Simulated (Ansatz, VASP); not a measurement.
# GaW in VASP and in Ansatz

```
Ga W
1.0
     0.00000    2.64680    2.64680
     2.64680    0.00000    2.64680
     2.64680    2.64680    0.00000
Ga W
1 1
Direct
  0.50000 0.50000 0.50000
  0.00000 0.00000 0.00000
```

Change from the starting cell: species swapped into the SmP type (Fm-3m, No. 225).

Alike in both runs: task relaxation of cell and atoms; functional PBE; k mesh 6 × 6 × 6; occupations gaussian, width 0.1 eV; no spin polarisation.

```csv
,VASP,Ansatz
version,VASP 6.6.1,Ansatz 0.2.0
potentials or method,"VASP PAW PBE potentials, release 64 (Ga_d, W_sv)","scalar-relativistic, plane waves, PAW"
plane-wave cutoff (eV),600,420
valence electrons in the cell,27,27
```

Ansatz gave:

```
gap on the k mesh at the Fermi level, each at its own relaxed structure (eV) : none
relaxed volume (Å³/atom)                                                     : 16.90
relaxed cell length with the largest relative difference (Å)                 : 3.629
energy change over the relaxation (meV/atom)                                 : -69
```

**Question.** Estimate VASP's values.

**Answer.** gap on the k mesh at the Fermi level, each at its own relaxed structure (eV): none; relaxed volume (Å³/atom): 16.93; relaxed cell length with the largest relative difference (Å): 3.631; energy change over the relaxation (meV/atom): -66.

A gap of «none» marks a metal or a gap that the smearing closes.

The runs have no spin-orbit coupling, so splittings on W are missing.
